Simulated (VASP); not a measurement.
Input:

```
Hg4SSe3
1.0
    6.20236     0.00000     0.00000
    0.00000     6.20236     0.00000
    0.00000     0.00000     6.20236
Hg Se S
4 3 1
Direct
  0.00608   0.99392   0.99392
  0.49392   0.50608   0.99392
  0.49392   0.99392   0.50608
  0.00608   0.50608   0.50608
  0.25000   0.25000   0.25000
  0.75000   0.75000   0.25000
  0.75000   0.25000   0.75000
  0.25000   0.75000   0.75000
```

All values below come from PBE GGA, VASP's PBE PAW potentials (set 64) (plane waves; VASP). Numerical set-up: 400 eV cut-off, Gaussian smearing of 0.050 eV, potentials Hg Se S.

Task: Give the energies of bands 27 to 40 at the high-symmetry points, in eV from the Fermi level.

Result: 
| band | Γ | X | M | R |
|---|---|---|---|---|
| 27 | -4.64 | -3.01 | -4.06 | -4.98 |
| 28 | -2.06 | -3.00 | -4.03 | -4.79 |
| 29 | -2.06 | -2.34 | -2.15 | -1.00 |
| 30 | -2.06 | -2.27 | -2.06 | -1.00 |
| 31 | -1.87 | -2.10 | -2.06 | -1.00 |
| 32 | -1.87 | -2.10 | -1.93 | -0.74 |
| 33 | -1.87 | -1.16 | -0.93 | -0.74 |
| 34 | -0.94 | -1.16 | -0.93 | -0.74 |
| 35 | 0.00 | -0.95 | -0.76 | -0.69 |
| 36 | 0.00 | -0.95 | -0.68 | -0.69 |
| 37 | 0.00 | 2.06 | 2.33 | 1.08 |
| 38 | 2.77 | 2.18 | 2.38 | 1.24 |
| 39 | 2.77 | 3.39 | 2.44 | 1.24 |
| 40 | 2.77 | 3.39 | 2.44 | 1.24 |

It has no gap at this level: it comes out as a metal or semimetal.

The structure was generated: Hg4SSe3 was put into an ordered model structure (P-43m), which need not be its known phase. It was relaxed first, which changed the volume by +9 %.
